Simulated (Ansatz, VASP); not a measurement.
**SnSe2 in two plane-wave programs**

Wanted: the spread between two codes on one cell, functional and k mesh.

Method: plane waves, with VASP 6.6.1 beside it; single point at PBE, single point at LDA and single point at PBE, spin-orbit coupling, in Ansatz 0.2.0.

**1. The starting structure**

It takes space group P-3m1 (No. 164, trigonal). The conventional cell has a = 3.811 Å, b = 3.811 Å, c = 6.136 Å, α = 90.00°, β = 90.00°, γ = 120.00°. Sn has 6 Se at 2.68 Å nearest. Nearest to Se lie 3 Sn at 2.68 Å. Farther neighbours and most contacts between anions are not listed.

**2. Ansatz: single point, PBE**

Ansatz runs on its default PAW (the set named soft_2) files.

A single point gives forces, pressure and levels at one fixed geometry, so differences don't come from the geometry; what else differs is listed under the comparison.

The input, input.yaml:

```yaml
crystal:
  lattice:
    - [3.811, 0.0, 0.0]
    - [-1.9055, 3.3004228138, 0.0]
    - [0.0, 0.0, 6.136]
  atoms:
    - { symbol: Sn, position: [0.0, 0.0, 0.0] }
    - { symbol: Se, position: [0.6666666667, 0.3333333333, 0.751] }
    - { symbol: Se, position: [0.3333333333, 0.6666666667, 0.249] }
hamiltonian:
  xc: pbe
  pseudopotentials: { kind: paw }
kpoints:
  mp_grid: { grid: [7, 7, 4] }
scf:
  occupations: { method: gaussian, width: 0.05 }
  n_extra_bands: 4
output:
  forces: true
  stress: true
  eigenvalues: true
```

On the command line:

```sh
> ansatz run input.yaml --threads 2 --pin off --max-ram 4608MiB --backend cpu --events-out ev --progress --plain --runs-dir out
```

Numbers of over 12 decimals in the logs are rounded to 6 here.

The log of the run:

```text
scf.n_extra_bands = 4 over 23 filled bands (N_el = 46.0): the run solves 27 bands
Engine: ansatz 0.2.0, x86_64-unknown-linux-gnu
Pseudopotentials: kind: paw
Pseudopotential: Sn, paw, valence charge 14, recommended cutoff 420 eV (normal), Sn.paw.azcp
Pseudopotential: Se, paw, valence charge 16, recommended cutoff 420 eV (normal), Se.paw.azcp
Functional definition: PBE
  parameter kappa = 0.804
  parameter beta = 0.066725
  exchange = pbe_x(kappa = kappa, mu = beta*pi^2/3)
  correlation = pbe_c(beta = beta)
Crystal: 3 atoms, lattice volume = 77.178 Å³
Basis set: ecut = 420 eV, 1485 PW (Γ), exchange–correlation on 54×54×90 points (8 copies of the dense FFT grid, shifted against one another)
Bands: 27, of which v1, the nominal top of the filled ones, is band 23 counted from 1 (22 counted from 0)
Symmetry: 12 space group operations
Space group: P-3m1 (ITA 164), of the structure as read, at distance tolerance 4.3e-5 Å
k-points: 28 of 196
Non-local potential: Sn, projectors of the file, l = 0: 2, l = 1: 2, l = 2: 2, l = 3: 2
Non-local potential: Se, projectors of the file, l = 0: 2, l = 1: 2, l = 2: 3, l = 3: 1
PAW form: soft (Blöchl's): semilocal exchange-correlation on the pseudo side does not see the compensation charge
PAW one-centre angular grid: Sn, 590 points (default); XC on 64 Gauss nodes
PAW one-centre angular grid: Se, 590 points (default); XC on 64 Gauss nodes
Initial density: superposition of atomic densities (neutral atoms: chi_scale 0, normalization atom), corrected by the library's trained network
Initial wavefunctions: pseudopotential atomic-orbital guess
Functional: x = pbe(κ = 0.804, μ = 0.219515), c = pbe(β = 0.066725)
SCF iter   1: F=—  HF=-16963.271525 eV  |F-HF|=—  |Δ(HF+E_count)|=         —  Δρ=1.54e-3  dr2=2.71e-3  ethr=1.77e-3  ⟨swp⟩=6.2  Hψ=3298  notcnv=0
preconditioner: auto → Resta (q_TF=auto, 2.503 Å⁻¹)  ε∞=2.9  [insulator: Δε(μ)=0.833 eV  Ē_g=15.756 eV  σ=0.050 eV  W_gap=1.00  n_scr=22 (ndim 8)  ℏωp=21.6 eV  f_vac=0.080  D(μ)=0.00/eV (n_scr^D=0)  ε∞_Penn≈2.9]
SCF iter   2: F=—  HF=-16963.270244 eV  |F-HF|=—  |Δ(HF+E_count)|=   1.28e-3  Δρ=7.17e-4  dr2=2.45e-4  ethr=5.88e-6  ⟨swp⟩=2.5  Hψ=1546  notcnv=0
SCF iter   3: F=—  HF=-16963.270351 eV  |F-HF|=—  |Δ(HF+E_count)|=   1.06e-4  Δρ=3.19e-4  dr2=4.07e-5  ethr=5.33e-7  ⟨swp⟩=2.0  Hψ=1400  notcnv=0
SCF iter   4: F=—  HF=-16963.270377 eV  |F-HF|=—  |Δ(HF+E_count)|=   2.63e-5  Δρ=1.04e-4  dr2=5.03e-6  ethr=8.85e-8  ⟨swp⟩=2.1  Hψ=1020  notcnv=0
SCF iter   5: F=—  HF=-16963.270382 eV  |F-HF|=—  |Δ(HF+E_count)|=   5.56e-6  Δρ=1.87e-5  dr2=2.77e-7  ethr=1.09e-8  ⟨swp⟩=2.0  Hψ=980  notcnv=0
SCF iter   6: F=-16963.270383 eV  HF=-16963.270383 eV  |F-HF|=2.73e-8  |Δ(HF+E_count)|=   3.22e-7  Δρ=6.15e-6  dr2=3.87e-8  ethr=2.17e-10  ⟨swp⟩=5.6  Hψ=3323  notcnv=0
SCF 1 converged in 6 iterations: F = -16963.270383 eV  dr2 = 3.87e-8
  greatest PAW one-centre occupation: 1.000 electrons in one spin orbital (limit 2), on the Se atom at site 2 (counted from 0), in its partial waves of l = 2
SCF converged after 6 iterations
Free energy (F): -16963.270383 eV
Harris-Foulkes:  -16963.270383 eV  (|F-HF|=2.73e-8)
Internal energy: -16963.270383 eV  (E = F + TS)
E sigma→0 (E₀):  -16963.270383 eV
Fermi energy:    8.511420 eV
--- Per-component energies (eV) ---
  E_band       = -857.711764
  E_kinetic    = 426.748167
  E_local      = -6101.138704  (includes V_loc(G=0)·N_el)
  E_nonlocal   = -1222.493673
  E_hartree    = 3128.185658
  E_xc         = -590.531881
  E_vxc        = -292.290511  (∫ρ·V_xc dr)
  E_paw        = -7963.844105  (= ΣΔE_a)
  E_vpaw       = 75.096073  (= ΣTr[D̂ρ^β])
  E_aug_tail   = -0.001222  (compensation charges beyond the density's cutoff)
  E_ewald      = -4640.194622
  E_smearing   = -0.000000  (= −TS)
  E_closure    = 0.000000  (closes the sum)
  Σ components = -16963.270383   (vs F -16963.270383, Δ=0.00e0)
--- Forces (eV/Å), atoms counted from 1 ---
  atom   1  Sn     0.00000000     0.00000000     0.00000000
  atom   2  Se    -0.00000000    -0.00000000    -0.78567254
  atom   3  Se     0.00000000     0.00000000     0.78567254
  max |Σ_I F_I| component: 1.39e-17 eV/Å
--- Stress (GPa, compression-positive) ---
        5.056356      -0.000000      -0.000000
       -0.000000       5.056356       0.000000
       -0.000000       0.000000       6.524787
  P = ⅓ Tr σ = 5.5458 GPa (55.458 kbar)
--- Band table (eV; the first three rows and the last of 28) ---
  k-point 0: bands = [... 19 lower, 7.4156, 7.7213, 7.7213, 8.1061, 9.2097, 11.0659, 12.7591, 12.7591]
  k-point 1: bands = [... 19 lower, 7.3627, 7.3627, 7.8049, 7.8049, 10.0605, 11.0714, 12.6201, 12.6201]
  k-point 2: bands = [... 19 lower, 7.3250, 7.3250, 7.8743, 7.8743, 10.5656, 11.0372, 12.4887, 12.4887]
  k-point 27: bands = [... 19 lower, 4.0827, 4.7682, 7.5822, 7.7661, 10.5557, 12.6995, 13.2128, 14.3519]
```

Elapsed: 1.3 s, on 2 threads of AMD EPYC 7B13 (Zen 3), shared host; peak memory 0.44 GiB.

In the SCF lines HF is the Harris–Foulkes energy and dr2 the Hartree energy of the density residual, in eV; the loop may stop once dr2 is under the threshold and the program's other checks hold. Hψ counts applications of the Hamiltonian.

The run ends at a pressure of 5.55 GPa, with forces up to 0.79 eV/Å.

**3. VASP: single point, PBE**

The same cell, functional, mesh and smearing now go to VASP, with its own data sets and cutoff.

Lines of VASP's logs that name or quote its potential files are left out, and so is its time.

The input, INCAR:

```
SYSTEM = SnSe2
PREC = Accurate
ENCUT = 400
EDIFF = 1E-07
NELM = 100
ISMEAR = 0
SIGMA = 0.05
LREAL = .FALSE.
ALGO = Normal
GGA = PE
NBANDS = 19
LORBIT = 11
LWAVE = .FALSE.
LCHARG = .FALSE.
KPAR = 4
```

The input, POSCAR:

```
SnSe2
1.0
    3.8110000000      0.0000000000      0.0000000000
   -1.9055000000      3.3004228138      0.0000000000
    0.0000000000      0.0000000000      6.1360000000
Sn Se
1 2
Direct
    0.0000000000      0.0000000000      0.0000000000
    0.6666666667      0.3333333333      0.7510000000
    0.3333333333      0.6666666667      0.2490000000
```

The input, KPOINTS:

```
Automatic mesh
0
Gamma
7 7 4
0 0 0
```

Potentials, in the order of the species: Sn_d and Se (PBE family, release 64).

On the command line:

```sh
> mpirun -np 4 vasp_std
```

The log of the run:

```text
[banner, memory and clock lines left out]
running    4 mpi-ranks, on    1 nodes
 distrk:  each k-point on    1 cores,    4 groups
 distr:  one band on    1 cores,    1 groups

 POSCAR found type information on POSCAR SnSe
 POSCAR found :  2 types and       3 ions
 LDA part: xc-table for (Slater+PW92), standard interpolation
 POSCAR, INCAR and KPOINTS ok, starting setup
 FFT: planning ... GRIDC
 FFT: planning ... GRID_SOFT
 FFT: planning ... GRID
 WAVECAR not read
 entering main loop
       N       E                     dE             d eps       ncg     rms          rms(c)
DAV:   1     0.184836856356E+03    0.18484E+03   -0.10669E+04  1073   0.129E+03
DAV:   2     0.810553992458E+01   -0.17673E+03   -0.17145E+03  1154   0.349E+02
DAV:   3    -0.114024892208E+02   -0.19508E+02   -0.19215E+02  1325   0.108E+02
DAV:   4    -0.120053135234E+02   -0.60282E+00   -0.60198E+00  1288   0.201E+01
DAV:   5    -0.120194085818E+02   -0.14095E-01   -0.14094E-01  1456   0.314E+00    0.524E+00
DAV:   6    -0.117615826895E+02    0.25783E+00   -0.51097E-01  1609   0.789E+00    0.338E+00
DAV:   7    -0.117404762411E+02    0.21106E-01   -0.17632E-01  1265   0.277E+00    0.100E+00
DAV:   8    -0.117401617518E+02    0.31449E-03   -0.13035E-02  1326   0.120E+00    0.290E-01
DAV:   9    -0.117406656840E+02   -0.50393E-03   -0.15447E-03  1190   0.295E-01    0.881E-02
DAV:  10    -0.117406756615E+02   -0.99775E-05   -0.11237E-04  1435   0.788E-02    0.347E-02
DAV:  11    -0.117407084267E+02   -0.32765E-04   -0.45168E-05  1139   0.389E-02    0.644E-03
DAV:  12    -0.117407093550E+02   -0.92833E-06   -0.23587E-06  1415   0.117E-02    0.590E-03
DAV:  13    -0.117407098932E+02   -0.53812E-06   -0.22898E-06  1139   0.845E-03    0.254E-03
DAV:  14    -0.117407099705E+02   -0.77326E-07   -0.55877E-08   981   0.148E-03
   1 F= -.11740710E+02 E0= -.11740710E+02  d E =-.199991E-16
```

Parts of OUTCAR (step 3):

```text
ion  position               nearest neighbor table
   1  0.000  0.000  0.000-   2 2.68   3 2.68   3 2.68   2 2.68   2 2.68   3 2.68
   2  0.667  0.333  0.751-   1 2.68   1 2.68   1 2.68
   3  0.333  0.667  0.249-   1 2.68   1 2.68   1 2.68

  LATTYP: Found a hexagonal cell.
 ALAT       =     3.8110000000
 C/A-ratio  =     1.6100760955

 Subroutine GETGRP returns: Found 12 space group operations
 (whereof 12 operations were pure point group operations)

The static configuration has the point symmetry D_3d.

 Found     28 irreducible k-points:

   k-points           NKPTS =     28   k-points in BZ     NKDIM =     28   number of bands    NBANDS=     19

   dimension x,y,z NGX =    28 NGY =   28 NGZ =   40
   dimension x,y,z NGXF=    56 NGYF=   56 NGZF=   80

   ENCUT  =  400.0 eV  29.40 Ry    5.42 a.u.   6.21  6.21 10.01*2*pi/ulx,y,z

   NELECT =      26.0000    total number of electrons

 k-points in reciprocal lattice and weights: Automatic mesh
   0.00000000  0.00000000  0.00000000       0.005
   0.14285714  0.00000000  0.00000000       0.031
   0.28571429 -0.00000000  0.00000000       0.031
   0.42857143 -0.00000000  0.00000000       0.031
   0.14285714  0.14285714  0.00000000       0.031
   0.28571429  0.14285714  0.00000000       0.061
   0.42857143  0.14285714  0.00000000       0.031
   0.28571429  0.28571429  0.00000000       0.031
   0.00000000  0.00000000  0.25000000       0.010
[...]
0.42857143  0.14285714  0.50000000       0.031
   0.28571429  0.28571429  0.50000000       0.031

 average (electrostatic) potential at core
       1-102.6794       2 -53.3427       3 -53.3427

 E-fermi :   4.4470

 k-point     1 :       0.0000    0.0000    0.0000
  band No.  band energies     occupation
    ...
      9       3.4717      2.00000
     10       3.4717      2.00000
     11       3.7788      2.00000
     12       3.7788      2.00000
     13       4.1718      2.00000
     14       5.2609      0.00000
     15       7.1146      0.00000
     16       8.8089      0.00000
     17       8.8089      0.00000
     18      12.3026      0.00000
    ...

 k-point     2 :       0.1429    0.0000    0.0000
  band No.  band energies     occupation
    ...
      9       1.7935      2.00000
     10       2.7907      2.00000
     11       2.8572      2.00000
     12       4.0458      2.00000
     13       4.1637      2.00000
     14       6.4054      0.00000
     15       7.8353      0.00000
     16       8.7579      0.00000
     17       9.1926      0.00000
     18      11.6497      0.00000
    ...

 k-point     3 :       0.2857   -0.0000    0.0000
  band No.  band energies     occupation
    ...
      9       0.3173      2.00000
     10       1.5623      2.00000
     11       2.0048      2.00000
     12       3.8372      2.00000
     13       4.0068      2.00000
     14       5.9503      0.00000
     15       8.1812      0.00000
     16       9.6558      0.00000
     17      10.0669      0.00000
     18      10.7049      0.00000
    ...

  Total        2.4638654      2.4638654      3.1745321     -0.0000000      0.0000000      0.0000000
  in kB       51.1485919     51.1485919     65.9016702     -0.0000000      0.0000000      0.0000000
  external PRESSURE =      56.0662847 kB  Pullay stress =       0.0000000 kB

  energy-cutoff  :      400.00
  volume of cell :       77.18
      direct lattice vectors                 reciprocal lattice vectors
     3.811000000  0.000000000  0.000000000     0.262398321  0.151495741  0.000000000
    -1.905500000  3.300422814  0.000000000     0.000000000  0.302991482  0.000000000
     0.000000000  0.000000000  6.136000000     0.000000000  0.000000000  0.162972621

 POSITION                                       TOTAL-FORCE (eV/Angst)
 -----------------------------------------------------------------------------------
      0.00000      0.00000      0.00000        -0.000000      0.000000      0.000000
      1.90550      1.10014      4.60814        -0.000000      0.000000     -0.805522
     -0.00000      2.20028      1.52786         0.000000     -0.000000      0.805522
 -----------------------------------------------------------------------------------
    total drift:                                0.000000      0.000000     -0.000000

  FREE ENERGIE OF THE ION-ELECTRON SYSTEM (eV)
  ---------------------------------------------------
  free  energy   TOTEN  =       -11.7407099705 eV

  energy  without entropy=      -11.7407099705  energy(sigma->0) =      -11.74070997

 total charge
# of ion       s       p       d       tot
------------------------------------------
    1        1.052   1.062  10.117  12.231
    2        1.483   2.335   0.030   3.848
    3        1.483   2.335   0.030   3.848
--------------------------------------------------
tot          4.019   5.733  10.176  19.928

[... 3 further parts left out ...]
```

The run ends at a pressure of 5.61 GPa, with forces up to 0.81 eV/Å.

**4. Side by side**

Known differences besides the potentials themselves: the data sets hold 46 valence electrons in Ansatz (default PAW (the set named soft_2) files) and 26 in VASP; the cutoff is 420 eV in Ansatz and 400 eV in VASP; VASP leaves aspherical gradient terms in its spheres out (LASPH is not set), Ansatz keeps them. Total energies have different zeros and are not compared.

Both answers:

| quantity | Ansatz | VASP | difference |
| --- | --- | --- | --- |
| pressure (GPa) | 5.55 | 5.61 | -0.06 |
| gap on the k mesh (eV) | 0.814 | 0.802 | +0.012 |

Forces (eV/Å; atoms numbered as in POSCAR):

| atom | Ansatz x, y, z | VASP x, y, z |
| --- | --- | --- |
| Sn1 | 0.000, 0.000, 0.000 | 0.000, 0.000, 0.000 |
| Se2 | 0.000, 0.000, -0.786 | 0.000, 0.000, -0.806 |
| Se3 | 0.000, 0.000, 0.786 | 0.000, 0.000, 0.806 |

The forces differ by 9.4 meV/Å r.m.s., which is 2.5 % of the r.m.s. force of 0.38 eV/Å (both taken over all components). A gap on the mesh is an upper bound, since the band edges may lie between its points. Ansatz's pressure holds a Pulay correction of 0.04 GPa; VASP's holds none.

**5. Ansatz: single point, LDA**

A single point gives forces, pressure and levels at one fixed geometry, so differences don't come from the geometry; what else differs is listed under the comparison.

input.yaml: that of step 2 with these lines changed.

```diff
@@ -10,6 +10,6 @@
 hamiltonian:
-  xc: pbe
+  xc: lda
   pseudopotentials: { kind: paw }
 kpoints:
-  mp_grid: { grid: [7, 7, 4] }
+  mp_grid: { grid: [10, 10, 5] }
 scf:
```

On the command line:

```sh
> ansatz run input.yaml --threads 2 --pin off --max-ram 4608MiB --backend cpu --events-out ev --progress --plain --runs-dir out
```

The log of the run:

```text
[...]
Crystal: 3 atoms, lattice volume = 77.178 Å³
Basis set: ecut = 420 eV, 1485 PW (Γ)
Bands: 27, of which v1, the nominal top of the filled ones, is band 23 counted from 1 (22 counted from 0)
Symmetry: 12 space group operations
[...]
k-points: 58 of 500
[...]
--- Band table (eV; the first three rows and the last of 58) ---
  k-point 0: bands = [... 19 lower, 7.1114, 7.4374, 7.4374, 7.8111, 8.6908, 10.6169, 12.3602, 12.3602]
  k-point 1: bands = [... 19 lower, 7.0730, 7.0730, 7.4980, 7.4980, 9.4126, 10.6209, 12.2624, 12.2624]
  k-point 2: bands = [... 19 lower, 7.0276, 7.0276, 7.5806, 7.5806, 10.0364, 10.5904, 12.1119, 12.1119]
  k-point 57: bands = [... 19 lower, 3.7106, 4.3159, 7.1673, 7.4456, 10.0916, 12.3877, 12.8402, 14.0321]
[key lines of the parts left out:]
SCF converged after 7 iterations
Free energy (F): -16646.993975 eV
Fermi energy:    8.174805 eV
P = ⅓ Tr σ = 0.7875 GPa (7.875 kbar)
```

Elapsed: 2.5 s, on 2 threads; peak memory 0.47 GiB; 4.7 s of CPU time.

The run ends at a pressure of 0.79 GPa, with forces up to 0.48 eV/Å.

**6. VASP: single point, LDA**

The same cell, functional (in two slightly different forms), mesh and smearing now go to VASP, with its own data sets and cutoff.

INCAR: that of step 3 with these lines changed.

```diff
@@ -9,5 +9,4 @@
 ALGO = Normal
-GGA = PE
-NBANDS = 19
-LORBIT = 11
+GGA = CA
+NBANDS = 48
 LWAVE = .FALSE.
@@ -15 +14,4 @@
 KPAR = 4
+LOPTICS = .TRUE.
+NEDOS = 2000
+CSHIFT = 0.2
```

POSCAR is that of step 3.

The input, KPOINTS:

```
Automatic mesh
0
Gamma
10 10 5
0 0 0
```

On the command line:

```sh
> mpirun -np 4 vasp_std
```

The log of the run:

```text
[banner, memory and clock lines left out]
running    4 mpi-ranks, on    1 nodes
[...]
|                                                                             |
|               ----> ADVICE to this user running VASP <----                  |
|                                                                             |
|     You enforced a specific xc type in the INCAR file but a different       |
|     [... a line on the potential file left out ...]
|     I HOPE YOU KNOW WHAT YOU ARE DOING!                                     |
|                                                                             |

 LDA part: xc-table for (Slater(with rela. corr.)+CA(PZ))
 , standard interpolation
 POSCAR, INCAR and KPOINTS ok, starting setup
[...]
entering main loop
       N       E                     dE             d eps       ncg     rms          rms(c)
DAV:   1     0.212196137047E+03    0.21220E+03   -0.77800E+03  6904   0.518E+02
DAV:   2     0.161603837350E+02   -0.19604E+03   -0.17660E+03  6040   0.236E+02
DAV:   3    -0.131481604379E+02   -0.29309E+02   -0.28791E+02  6568   0.574E+01
DAV:   4    -0.141404123456E+02   -0.99225E+00   -0.99132E+00  6720   0.112E+01
[...]
DAV:  11    -0.138184053461E+02   -0.31205E-05   -0.36615E-06  6512   0.623E-03    0.503E-03
DAV:  12    -0.138184051011E+02    0.24504E-06   -0.34049E-07  6976   0.213E-03    0.234E-03
DAV:  13    -0.138184051373E+02   -0.36190E-07   -0.10666E-07  6384   0.136E-03
   1 F= -.13818405E+02 E0= -.13818405E+02  d E =-.448511E-12
 optical routines
 imaginary and real dielectric function
 recalculating local potential from charge density
 direction            1
 direction            2
 direction            3
```

OUTCAR, selected parts (step 6):

```text
  Total        0.2552162      0.2552162      1.0634699     -0.0000000      0.0000000      0.0000000
  in kB        5.2981579      5.2981579     22.0770945     -0.0000000      0.0000000      0.0000000
  external PRESSURE =      10.8911368 kB  Pullay stress =       0.0000000 kB

 POSITION                                       TOTAL-FORCE (eV/Angst)
 -----------------------------------------------------------------------------------
      0.00000      0.00000      0.00000        -0.000000      0.000000      0.000000
      1.90550      1.10014      4.60814         0.000000     -0.000000     -0.532170
     -0.00000      2.20028      1.52786        -0.000000      0.000000      0.532170
 -----------------------------------------------------------------------------------
    total drift:                                0.000000      0.000000     -0.000000

  FREE ENERGIE OF THE ION-ELECTRON SYSTEM (eV)
  ---------------------------------------------------
  free  energy   TOTEN  =       -13.8184051373 eV

  energy  without entropy=      -13.8184051373  energy(sigma->0) =      -13.81840514

[... 1 part as in an earlier step ...]

[... 2 further parts left out ...]
[key lines of the parts left out:]
E-fermi :   4.1710
```

**7. Side by side**

What differs besides the data sets and the points named for the pairs above, as far as they apply: the two LDA forms differ slightly; Ansatz makes its cores anew for this functional, VASP keeps those of its PBE data sets; VASP's log shows a relativistic correction to its local exchange, Ansatz's none. Total energies have different zeros and are not compared.

The two programs side by side:

| quantity | Ansatz | VASP | difference |
| --- | --- | --- | --- |
| pressure (GPa) | 0.79 | 1.09 | -0.30 |
| gap on the k mesh (eV) | 0.642 | 0.650 | -0.008 |

Forces (eV/Å; atoms numbered as in POSCAR):

| atom | Ansatz x, y, z | VASP x, y, z |
| --- | --- | --- |
| Sn1 | 0.000, 0.000, 0.000 | 0.000, 0.000, 0.000 |
| Se2 | 0.000, 0.000, -0.480 | 0.000, 0.000, -0.532 |
| Se3 | 0.000, 0.000, 0.480 | 0.000, 0.000, 0.532 |

The forces differ by 25 meV/Å r.m.s., which is 9.8 % of the r.m.s. force of 0.25 eV/Å (both taken over all components). A gap on the mesh is an upper bound, since the band edges may lie between its points.

(Part 1 of 2 ends here.)

[Lines on the potential files, build, host, timing and source positions are cut from VASP's logs without a mark.]

[Logs are printed without paths, hosts, clocks, repeated set-up lines and the standing remarks that a program may print on its own settings, such as how far it seeks lower states.]

[Hosts, paths, dates, database ids (printed as entryN), source tags and the programs' standing remarks are cut or masked in the printed files.]
